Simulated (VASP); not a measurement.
The system is CS2.

```
S C
1.0
     3.64579   -2.99431    0.00000
     3.64579    2.99431    0.00000
     0.00000    0.00000    9.85126
S C
4 2
Cartesian
  3.6458 1.9073 8.7368
  3.6458 1.0871 3.8111
  3.6458 -1.0871 6.0401
  3.6458 -1.9073 1.1145
  3.6458 0.0000 4.9256
  0.0000 0.0000 0.0000
```

The cell comes from a database or a generator and needn't be the stable form of this composition.

- Program: VASP 6.6.1
- Task: relaxation of cell and atoms
- Functional: PBEsol
- Potentials or basis: VASP PAW PBE potentials, release 64 (S, C)
- Cutoff: 600 eV
- k mesh: 6 × 6 × 4
- Occupations: gaussian, width 0.02 eV
- Spin: no spin polarisation

At the start: pressure -0.4 GPa; volume 35.85 Å³/atom.

**Question.** How do energy, volume and symmetry change on relaxing?

**Answer.** Over 23 steps the energy falls by 11.0 meV/atom and the volume is 26.69 Å³/atom (-25.5 %); space group Cmce (No. 64, to 0.05 Å).

The path:
| step | energy change (eV) | largest force (eV/Å) | pressure (GPa) | volume (Å³) |
| --- | --- | --- | --- | --- |
| 1 | 0.0000 | 0.1387 | -0.43 | 215.09 |
| 2 | 0.0134 | 0.7062 | 0.87 | 212.07 |
| 3 | -0.0016 | 0.0644 | -0.13 | 214.33 |
| 4 | -0.0030 | 0.0668 | -0.12 | 213.29 |
| 5 | -0.0073 | 0.0731 | -0.10 | 210.19 |
| 6 | -0.0159 | 0.0917 | -0.08 | 204.08 |
| 7 | -0.0327 | 0.1491 | 0.02 | 192.20 |
| 8 | -0.0572 | 0.3410 | 0.53 | 169.79 |
| 9 | 0.0777 | 1.0338 | 4.06 | 130.11 |
| 10 | -0.0458 | 0.7132 | 1.34 | 165.33 |
| 11 | -0.0443 | 0.7667 | 1.57 | 160.17 |
| 12 | -0.0444 | 0.7642 | 1.57 | 160.10 |
| 13 | -0.0449 | 0.7558 | 1.56 | 159.87 |
| 14 | -0.0457 | 0.7394 | 1.54 | 159.41 |
| 15 | -0.0473 | 0.7068 | 1.50 | 158.51 |
| 16 | -0.0498 | 0.6427 | 1.42 | 156.70 |
| 17 | -0.0524 | 0.5189 | 1.28 | 153.13 |
| 18 | -0.0525 | 0.4742 | 1.23 | 151.83 |
| 19 | -0.0540 | 0.4474 | 1.16 | 152.27 |
| 20 | -0.0579 | 0.3675 | 0.94 | 153.62 |
| 21 | -0.0633 | 0.2100 | 0.53 | 156.33 |
| 22 | -0.0655 | 0.0935 | -0.23 | 161.86 |
| 23 | -0.0659 | 0.0056 | 0.00 | 160.16 |

Final structure:
```xyz
6
Lattice="3.1637 -2.7663 0.0000 3.1637 2.7663 0.0000 0.0000 0.0000 9.1503" Properties=species:S:1:pos:R:3 pbc="T T T"
S     3.1637    1.6852    8.0336
S     3.1637    1.0811    3.4584
S     3.1637   -1.0811    5.6918
S     3.1637   -1.6852    1.1167
C     3.1637    0.0000    4.5751
C     0.0000    0.0000    0.0000
```

Caveat: the volume moved by over 15 % at a fixed basis, so the end points are rough; the PAW data sets were made with another functional, which shifts forces and pressure a little.
